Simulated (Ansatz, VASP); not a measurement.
Two plane-wave programs on NaMg6Ni

```
Ni Mg Na
1.0
     4.95541    0.00000    0.00000
     0.00000    3.14631    5.38507
     0.00000   -3.14631    5.38507
Ni Mg Na
1 6 1
Direct
  0.00000 0.86285 0.86285
  0.50000 0.16395 0.16395
  0.50000 0.67414 0.14085
  0.50000 0.14085 0.67414
  0.00000 0.33444 0.33444
  0.00000 0.83651 0.31971
  0.00000 0.31971 0.83651
  0.50000 0.66756 0.66756
```

The cell comes from a database or a generator and needn't be the stable form of this composition.

Alike in both runs: task single point; functional LDA; k mesh 6 × 5 × 5; occupations gaussian, width 0.1 eV; collinear spin, ferromagnetic start.

|  | VASP | Ansatz |
| --- | --- | --- |
| version | VASP 6.6.1 | Ansatz 0.2.0 |
| potentials or method | VASP PAW LDA potentials, release 64 (Ni_GW, Mg_GW, Na_sv_GW) | Ansatz PAW |
| plane-wave cutoff (eV) | 550 | 420 |
| valence electrons in the cell | 31 | 87 |

```csv
,VASP,Ansatz,Ansatz less VASP
gap on the k mesh at the Fermi level (eV),none,none,-
pressure (GPa),-2.4,-2.3,+0.16
largest component of the traceless stress (GPa),0.87,0.86,-0.005
rms of the force components (eV/Å),0.067,0.069,+0.0017
net moment per atom (μB),0.00,0.00,0.000
```

Atom by atom the forces differ by 0.002 eV/Å (rms over components). A gap of «none» marks a metal or a gap that the smearing closes. The two sets of potentials don't hold the same shells in valence.

Caveats: the PAW data sets come from PBE, with cores solved anew for the run's functional, which leaves a small shift of forces and pressure (Ansatz); the starting moments weren't kept (Ansatz).
